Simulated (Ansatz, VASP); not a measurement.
# Zn11Si16O43 (glassy 59SiO2-41ZnO (mol %)) in two plane-wave programs

Aim: how closely do two programs agree when they are given the same cell, functional and k mesh? The cell is taken from a series of runs on this material, whose earlier steps may have relaxed, scaled, displaced or heated it; both programs get it as it stands.

Method: plane waves, with VASP 6.6.1 beside it; single point at PBEsol, in Ansatz 0.2.0.

## (1) The structure

The cell holds 140 atoms: 32 Si, 22 Zn and 86 O. Cell: a = 12.245 Å, b = 12.245 Å, c = 12.245 Å, α = 90.0°, β = 90.0°, γ = 90.0°. As first built, before any earlier steps moved the atoms (in the runner's words): 140 atoms (32 Si, 22 Zn, 86 O) placed at random at 3.08 g/cm^3, melted at 4000 K for 10 ps at fixed volume with the Morse and Coulomb pair potential with partial charges (Pedone, Malavasi, Menziani, Cormack and Segre, J. Phys. Chem. B 110, 11780 (2006)). Quenched from 4000 K to 300 K at 50 K/ps and fixed volume, held 10 ps at zero pressure, then minimised at fixed cell.

## (2) VASP: single point, PBEsol

A single point gives forces, pressure and levels at one fixed geometry, so differences don't come from the geometry; what else differs is listed under the comparison.

Lines of VASP's logs that name or quote its potential files are left out, and so is its time.

The input, INCAR:

```
SYSTEM = Zn11Si16O43
PREC = Accurate
ENCUT = 520
EDIFF = 1E-06
NELM = 120
ISMEAR = -1
SIGMA = 0.025
LREAL = Auto
ALGO = Normal
GGA = PS
NBANDS = 552
LORBIT = 11
LWAVE = .FALSE.
LCHARG = .FALSE.
ISIF = 2
LASPH = .TRUE.
GGA_COMPAT = .FALSE.
EFERMI = MIDGAP
```

The input, POSCAR:

```
Zn11Si16O43
1.0
   12.2452800000      0.0000000000      0.0000000000
    0.0000000000     12.2452800000      0.0000000000
    0.0000000000      0.0000000000     12.2452800000
Si Zn O
32 22 86
Direct
    0.0999000000      0.0232500000      0.6879000000
    0.7779500000      0.7037400000      0.0433400000
    0.6811800000      0.2829200000      0.7062700000
    0.2277200000      0.0871400000      0.8983600000
    0.3991800000      0.5781800000      0.9553400000
    0.8435300000      0.1256400000      0.9337700000
    0.4311100000      0.4497700000      0.4872700000
    0.0904000000      0.7171200000      0.5136500000
    0.1999700000      0.3089700000      0.0160700000
    0.4459200000      0.9888600000      0.8463700000
    0.6380500000      0.1023100000      0.2624000000
    0.8972200000      0.6288100000      0.8191300000
    0.6803200000      0.6975200000      0.6941000000
    0.0018100000      0.7713600000      0.1272200000
    0.4374900000      0.2059600000      0.6980600000
    0.2136400000      0.9401700000      0.4710200000
    0.3705400000      0.8288200000      0.1873400000
    0.1052000000      0.7701700000      0.7585000000
    0.6761700000      0.9894000000      0.4808900000
    0.6457600000      0.2734000000      0.9661800000
    0.0742500000      0.2715500000      0.4357300000
    0.0315100000      0.4624700000      0.7013800000
    0.6613800000      0.7433300000      0.4290300000
    0.3494000000      0.7630600000      0.7949200000
    0.3822900000      0.0679900000      0.2784100000
    0.6938200000      0.4250800000      0.5085000000
    0.4561500000      0.6244300000      0.3173700000
    0.0332100000      0.9993800000      0.0435600000
    0.0538200000      0.9519800000      0.2880600000
    0.3177800000      0.2211400000      0.4763600000
[... 104 atom lines left out ...]
    0.7214600000      0.3248900000      0.4256500000
    0.0368000000      0.8282800000      0.2415000000
    0.6406400000      0.8735900000      0.4249600000
    0.3691400000      0.9399900000      0.2575400000
    0.0210300000      0.8694700000      0.0383600000
    0.3797000000      0.4753900000      0.6022400000
```

The input, KPOINTS:

```
Automatic mesh
0
Gamma
1 1 1
0 0 0
```

PAW data sets: Si, Zn and O (PBE family, release 64).

Started as:

```console
> export OMP_NUM_THREADS=3
> mpirun -np 1 vasp_gam
```

Numbers of over 12 decimals in the logs are rounded to 6 here.

Log:

```text
[banner, memory and clock lines left out]
running    1 mpi-ranks, on    1 nodes
[...]
Offloading initialized ...    1 GPUs detected
[...]
|                                                                             |
|               ----> ADVICE to this user running VASP <----                  |
|                                                                             |
|     You enforced a specific xc type in the INCAR file but a different       |
|     [... a line on the potential file left out ...]
|     I HOPE YOU KNOW WHAT YOU ARE DOING!                                     |
|                                                                             |

 LDA part: xc-table for (Slater+PW92), standard interpolation
 POSCAR, INCAR and KPOINTS ok, starting setup
[...]
entering main loop
       N       E                     dE             d eps       ncg     rms          rms(c)
DAV:   1     0.159238448272E+05    0.15924E+05   -0.43829E+05  1104   0.203E+03
DAV:   2     0.205022926553E+04   -0.13874E+05   -0.13331E+05  1192   0.581E+02
DAV:   3    -0.868582092560E+03   -0.29188E+04   -0.28061E+04  1192   0.262E+02
DAV:   4    -0.112010396017E+04   -0.25152E+03   -0.24895E+03  1280   0.862E+01
[...]
DAV:  20    -0.983517423042E+03   -0.86134E-06   -0.18350E-04  1456   0.432E-02    0.167E-02
DAV:  21    -0.983517423225E+03   -0.18370E-06   -0.26299E-05  1256   0.129E-02    0.135E-02
DAV:  22    -0.983517422294E+03    0.93190E-06   -0.22151E-06   840   0.161E-02
   1 F= -.98351742E+03 E0= -.98351742E+03  d E =-.779845E-20
```

OUTCAR, selected parts (step 2):

```text
  Total       36.6737768     36.1713750     33.5900469     -9.3749161     -8.9316053     -9.4391974
  in kB       32.0007428     31.5623579     29.3099469     -8.1803486     -7.7935252     -8.2364390
  external PRESSURE =      30.9576825 kB  Pullay stress =       0.0000000 kB

  FREE ENERGIE OF THE ION-ELECTRON SYSTEM (eV)
  ---------------------------------------------------
  free  energy   TOTEN  =      -983.5174222936 eV

  energy  without entropy=     -983.5174222936  energy(sigma->0) =     -983.51742229

[... 3 further parts left out ...]
[key lines of the parts left out:]
E-fermi :   2.7145
```

The run ends at a pressure of 3.10 GPa, with forces up to 3.3 eV/Å.

## (3) Ansatz: single point, PBEsol

Ansatz runs on its default PAW (the set named soft_2) files.

The same cell, functional, mesh and smearing now go to Ansatz, which takes its cutoff from its data sets.

The input, input.yaml:

```yaml
crystal:
  lattice:
    - [12.24528, 0.0, 0.0]
    - [0.0, 12.24528, 0.0]
    - [0.0, 0.0, 12.24528]
  atoms:
    - { symbol: Si, position: [0.0999, 0.02325, 0.6879] }
    - { symbol: Si, position: [0.77795, 0.70374, 0.04334] }
    - { symbol: Si, position: [0.68118, 0.28292, 0.70627] }
    - { symbol: Si, position: [0.22772, 0.08714, 0.89836] }
    - { symbol: Si, position: [0.39918, 0.57818, 0.95534] }
    - { symbol: Si, position: [0.84353, 0.12564, 0.93377] }
    - { symbol: Si, position: [0.43111, 0.44977, 0.48727] }
    - { symbol: Si, position: [0.0904, 0.71712, 0.51365] }
    - { symbol: Si, position: [0.19997, 0.30897, 0.01607] }
    - { symbol: Si, position: [0.44592, 0.98886, 0.84637] }
    - { symbol: Si, position: [0.63805, 0.10231, 0.2624] }
    - { symbol: Si, position: [0.89722, 0.62881, 0.81913] }
    - { symbol: Si, position: [0.68032, 0.69752, 0.6941] }
    - { symbol: Si, position: [0.00181, 0.77136, 0.12722] }
    - { symbol: Si, position: [0.43749, 0.20596, 0.69806] }
    - { symbol: Si, position: [0.21364, 0.94017, 0.47102] }
    - { symbol: Si, position: [0.37054, 0.82882, 0.18734] }
    - { symbol: Si, position: [0.1052, 0.77017, 0.7585] }
    - { symbol: Si, position: [0.67617, 0.9894, 0.48089] }
    - { symbol: Si, position: [0.64576, 0.2734, 0.96618] }
    - { symbol: Si, position: [0.07425, 0.27155, 0.43573] }
    - { symbol: Si, position: [0.03151, 0.46247, 0.70138] }
    - { symbol: Si, position: [0.66138, 0.74333, 0.42903] }
    - { symbol: Si, position: [0.3494, 0.76306, 0.79492] }
    - { symbol: Si, position: [0.38229, 0.06799, 0.27841] }
    - { symbol: Si, position: [0.69382, 0.42508, 0.5085] }
    - { symbol: Si, position: [0.45615, 0.62443, 0.31737] }
    - { symbol: Si, position: [0.03321, 0.99938, 0.04356] }
    - { symbol: Si, position: [0.05382, 0.95198, 0.28806] }
    - { symbol: Si, position: [0.31778, 0.22114, 0.47636] }
[... 104 atom lines left out ...]
    - { symbol: O, position: [0.72146, 0.32489, 0.42565] }
    - { symbol: O, position: [0.0368, 0.82828, 0.2415] }
    - { symbol: O, position: [0.64064, 0.87359, 0.42496] }
    - { symbol: O, position: [0.36914, 0.93999, 0.25754] }
    - { symbol: O, position: [0.02103, 0.86947, 0.03836] }
    - { symbol: O, position: [0.3797, 0.47539, 0.60224] }
kpoints:
  mp_grid: { grid: [1, 1, 1] }
hamiltonian:
  xc: pbesol
scf:
  occupations: { method: fermi_dirac, width: 0.025 }
output:
  forces: true
```

Started as:

```console
> ansatz run input.yaml --threads 4 --pin off --max-ram 8192MiB --backend cpu --events-out ev --progress --plain --runs-dir out
```

Log:

```text
Engine: ansatz 0.2.0, aarch64-unknown-linux-gnu
Pseudopotentials: kind: paw
Pseudopotential: Si, paw, valence charge 4, recommended cutoff 420 eV (normal), Si.paw.azcp
Pseudopotential: Zn, paw, valence charge 12, recommended cutoff 420 eV (normal), Zn.paw.azcp
Pseudopotential: O, paw, valence charge 6, recommended cutoff 420 eV (normal), O.paw.azcp
Functional definition: PBEsol
  exchange = pbesol_x
  correlation = pbesol_c
Crystal: 140 atoms, lattice volume = 1836.142 Å³
Basis set: ecut = 420 eV, 35825 PW (Γ), exchange–correlation on 180×180×180 points (8 copies of the dense FFT grid, shifted against one another)
Bands: 594, of which v1, the nominal top of the filled ones, is band 454 counted from 1 (453 counted from 0)
Symmetry: 1 space group operations
Space group: P1 (ITA 1), of the structure as read, at distance tolerance 1.2e-4 Å
k-points: 1
Non-local potential: Si, projectors of the file, l = 0: 2, l = 1: 2, l = 2: 2
Non-local potential: Zn, projectors of the file, l = 0: 2, l = 1: 2, l = 2: 3, l = 3: 1
Non-local potential: O, projectors of the file, l = 0: 2, l = 1: 2, l = 2: 1
PAW form: soft (Blöchl's): semilocal exchange-correlation on the pseudo side does not see the compensation charge
PAW frozen core: Si, regenerated for the run's functional, and the local potential with it (the file was generated under x = pbe(κ = 0.804, μ = 0.219515), c = pbe(β = 0.066725))
PAW frozen core: Zn, regenerated for the run's functional, and the local potential with it (the file was generated under x = pbe(κ = 0.804, μ = 0.219515), c = pbe(β = 0.066725))
PAW frozen core: O, regenerated for the run's functional, and the local potential with it (the file was generated under x = pbe(κ = 0.804, μ = 0.219515), c = pbe(β = 0.066725))
PAW one-centre angular grid: Si, 110 points (default); XC on 64 Gauss nodes
PAW one-centre angular grid: Zn, 590 points (default); XC on 64 Gauss nodes
PAW one-centre angular grid: O, 110 points (default); XC on 64 Gauss nodes
Initial density: superposition of atomic densities (neutral atoms: chi_scale 0, normalization atom), corrected by the library's trained network
Initial wavefunctions: pseudopotential atomic-orbital guess
Functional: x = pbesol(κ = 0.804, μ = 0.123457), c = pbesol(β = 0.046)
SCF iter   1: F=—  HF=-140399.882483 eV  |F-HF|=—  |Δ(HF+E_count)|=         —  Δρ=1.25e-2  dr2=2.30e0  ethr=1.77e-3  ⟨swp⟩=6.0  Hψ=2593  notcnv=0  defer=46
preconditioner: auto → Resta (q_TF=auto, 2.426 Å⁻¹)  ε∞=4.1  [insulator: Δε(μ)=2.370 eV  Ē_g=14.794 eV  σ=0.025 eV  W_gap=1.00  n_scr=460 (ndim 8)  ℏωp=26.1 eV  f_vac=0.157  D(μ)=0.00/eV (n_scr^D=0)  ε∞_Penn≈4.1]
SCF iter   2: F=—  HF=-140399.215355 eV  |F-HF|=—  |Δ(HF+E_count)|=   6.67e-1  Δρ=1.92e-3  dr2=6.69e-2  ethr=2.53e-4  ⟨swp⟩=2.0  Hψ=1073  notcnv=0  defer=133
SCF iter   3: F=—  HF=-140399.210898 eV  |F-HF|=—  |Δ(HF+E_count)|=   4.46e-3  Δρ=9.41e-4  dr2=2.60e-2  ethr=7.37e-6  ⟨swp⟩=2.0  Hψ=849  notcnv=0  defer=65
automatic band count: iteration 3 solves 526 bands in place of 594: the levels show a gap, and the empty bands left out lie too high to hold charge; the band table lists the bands solved (type scf.n_extra_bands for more)
SCF iter   4: F=—  HF=-140399.209856 eV  |F-HF|=—  |Δ(HF+E_count)|=   1.04e-3  Δρ=5.59e-4  dr2=5.90e-3  ethr=2.86e-6  ⟨swp⟩=2.0  Hψ=850  notcnv=0  defer=65
SCF iter   5: F=—  HF=-140399.208917 eV  |F-HF|=—  |Δ(HF+E_count)|=   9.38e-4  Δρ=1.58e-4  dr2=6.38e-4  ethr=6.50e-7  ⟨swp⟩=2.0  Hψ=844  notcnv=0  defer=65
SCF iter   6: F=—  HF=-140399.209125 eV  |F-HF|=—  |Δ(HF+E_count)|=   2.08e-4  Δρ=1.29e-4  dr2=2.57e-4  ethr=7.02e-8  ⟨swp⟩=2.0  Hψ=844  notcnv=0  defer=65
SCF iter   7: F=—  HF=-140399.209151 eV  |F-HF|=—  |Δ(HF+E_count)|=   2.56e-5  Δρ=2.59e-5  dr2=1.41e-5  ethr=2.83e-8  ⟨swp⟩=2.0  Hψ=844  notcnv=0  defer=65
SCF iter   8: F=—  HF=-140399.213490 eV  |F-HF|=—  |Δ(HF+E_count)|=   4.34e-3  Δρ=1.81e-5  dr2=5.75e-6  ethr=1.55e-9  ⟨swp⟩=2.0  Hψ=976  notcnv=0  defer=65
SCF iter   9: F=—  HF=-140399.213493 eV  |F-HF|=—  |Δ(HF+E_count)|=   3.18e-6  Δρ=5.45e-6  dr2=5.87e-7  ethr=6.33e-10  ⟨swp⟩=2.0  Hψ=885  notcnv=0  defer=65
SCF iter  10: F=—  HF=-140399.213494 eV  |F-HF|=—  |Δ(HF+E_count)|=   6.97e-7  Δρ=3.31e-6  dr2=1.78e-7  ethr=1.10e-11  ⟨swp⟩=4.0  Hψ=1806  notcnv=0
SCF iter  11: F=-140399.213494 eV  HF=-140399.213494 eV  |F-HF|=9.14e-9  |Δ(HF+E_count)|=   7.13e-8  Δρ=1.74e-6  dr2=5.01e-8  ethr=1.10e-11  ⟨swp⟩=4.0  Hψ=1786  notcnv=0
SCF 1 converged in 11 iterations: F = -140399.213494 eV  dr2 = 5.01e-8
  greatest PAW one-centre occupation: 0.992 electrons in one spin orbital (limit 2), on the Zn atom at site 43 (counted from 0), in its partial waves of l = 2
SCF converged after 11 iterations
Free energy (F): -140399.213494 eV
Harris-Foulkes:  -140399.213494 eV  (|F-HF|=9.14e-9)
Internal energy: -140399.213494 eV  (E = F + TS)
E sigma→0 (E₀):  -140399.213494 eV
Fermi energy:    5.376946 eV
--- Per-component energies (eV) ---
  E_band       = -2566.403117
  E_kinetic    = 19583.352091
  E_local      = -91460.373518  (includes V_loc(G=0)·N_el)
  E_nonlocal   = 18638.142879
  E_hartree    = 36771.541839
  E_xc         = -11009.202393
  E_vxc        = -10707.569437  (∫ρ·V_xc dr)
  E_paw        = -68670.600783  (= ΣΔE_a)
  E_vpaw       = -12163.251699  (= ΣTr[D̂ρ^β])
  E_aug_tail   = 0.211168  (compensation charges beyond the density's cutoff)
  E_ewald      = -44273.871287
  E_core_change = 21.586509  (= ΣΔE_core)
  E_smearing   = -0.000000  (= −TS)
  E_closure    = -0.000000  (closes the sum)
  Σ components = -140399.213494   (vs F -140399.213494, Δ=0.00e0)
--- Forces (eV/Å), atoms counted from 1 ---
  atom   1  Si     1.50661165    -1.99931469     0.04247847
  atom   2  Si     1.49633059    -0.48744568    -1.39697843
  atom   3  Si    -0.87809030    -0.20766087     0.49081650
  atom   4  Si    -0.67312495    -0.73052327    -0.77698096
  atom   5  Si    -0.71178888     1.80937901    -0.79962735
  atom   6  Si     0.20158871     1.25437081    -0.13475390
  atom   7  Si     1.49691027    -0.26997714    -0.94720011
  atom   8  Si     0.02896753     0.75078417     0.57192977
  atom   9  Si    -0.07313569    -0.28915367     0.61906355
  atom  10  Si    -1.56711290    -0.47733642    -0.77786005
  atom  11  Si    -0.40472638     0.10673585     0.84842837
  atom  12  Si    -0.07785847     0.29938328    -0.64169700
  atom  13  Si     0.15746389     0.10180097    -0.17296727
  atom  14  Si    -0.13500825     2.27732608    -0.06189822
  atom  15  Si     0.33305640     0.47727239     0.12798866
  atom  16  Si    -2.13572997    -0.42422840     1.39369705
  atom  17  Si     0.60525276    -0.53511381    -0.59603349
  atom  18  Si     0.38966427     0.29369727    -1.41650995
  atom  19  Si     0.19747683    -1.44752111    -1.01728419
  atom  20  Si     0.68411580    -0.77139764    -1.41101656
  atom  21  Si     1.32568936     0.63254985    -1.19867492
  atom  22  Si    -1.65075612     1.78997078    -0.40203327
  atom  23  Si    -0.31338054     0.66304645     1.57342317
  atom  24  Si    -0.95020620    -0.14193695     0.77226613
[...]
atom 133  O      0.97448980     0.15458342    -1.03494751
  atom 134  O     -1.61511721    -0.88386795     1.31792322
  atom 135  O      0.07644862    -0.74854031     0.47305542
  atom 136  O      0.04832372    -0.72260079     0.76804211
  atom 137  O     -0.49399787    -0.01869648    -0.75850278
  atom 138  O     -0.33600259    -0.16125942     0.98935431
  atom 139  O      0.21060106    -0.70702098    -0.72071555
  atom 140  O     -1.16314052     0.76892848     2.16299309
  max |Σ_I F_I| component: 5.06e-5 eV/Å
```

Reading the cycles: dr2 is the Hartree energy of the density residual (eV), the measure of convergence; HF is the Harris–Foulkes estimate of the energy, which meets the free energy F at convergence.

## (4) Comparison

Known differences besides the potentials themselves: the cutoff is 420 eV in Ansatz and 520 eV in VASP (PREC = Accurate, projectors in real space); Ansatz makes its cores anew for this functional, VASP keeps those of its PBE data sets. Total energies have different zeros and are not compared.

Both answers:

| quantity | Ansatz | VASP | difference |
| --- | --- | --- | --- |
| gap on the k mesh (eV) | 2.370 | 2.358 | +0.012 |

Forces on 9 of the 140 atoms, those with the largest forces and the largest differences (eV/Å; atoms numbered as in POSCAR):

| atom | Ansatz x, y, z | VASP x, y, z |
| --- | --- | --- |
| O83 | -0.970, 1.574, -1.814 | -1.024, 1.672, -1.908 |
| O94 | -0.434, -1.890, -2.295 | -0.465, -1.957, -2.364 |
| O98 | 2.503, 0.050, 0.887 | 2.600, 0.023, 0.909 |
| O99 | -2.384, 1.064, 1.920 | -2.440, 1.124, 1.996 |
| O105 | -1.749, 1.654, 1.423 | -1.834, 1.720, 1.492 |
| O110 | 2.623, 0.167, 0.350 | 2.735, 0.143, 0.365 |
| O115 | 1.609, -0.584, -0.918 | 1.710, -0.588, -0.976 |
| O122 | -0.379, -2.964, 0.462 | -0.381, -3.063, 0.477 |
| O124 | 0.632, -1.617, -2.120 | 0.692, -1.675, -2.185 |

The forces differ by 35 meV/Å r.m.s., which is 3.8 % of the r.m.s. force of 0.919 eV/Å (both taken over all components). A gap on the mesh is an upper bound, since the band edges may lie between its points.

## (5) Results

- r.m.s. force difference (single point, PBEsol): 3.8 % of the r.m.s. force

The r.m.s. force difference is 3.8 % of the r.m.s. force (single point, PBEsol), beyond the 3 % picked in this series as the mark of a large difference. What causes the difference of the single point, PBEsol pair stays open here. How closely two codes agree says nothing of how well the functional describes the real material.

[Lines on the potential files, build, host, timing and source positions are cut from VASP's logs without a mark.]

[Logs are printed without paths, hosts, clocks, repeated set-up lines and the standing remarks that a program may print on its own settings, such as how far it seeks lower states.]

[Hosts, paths, dates, database ids (printed as entryN), source tags and the programs' standing remarks are cut or masked in the printed files.]
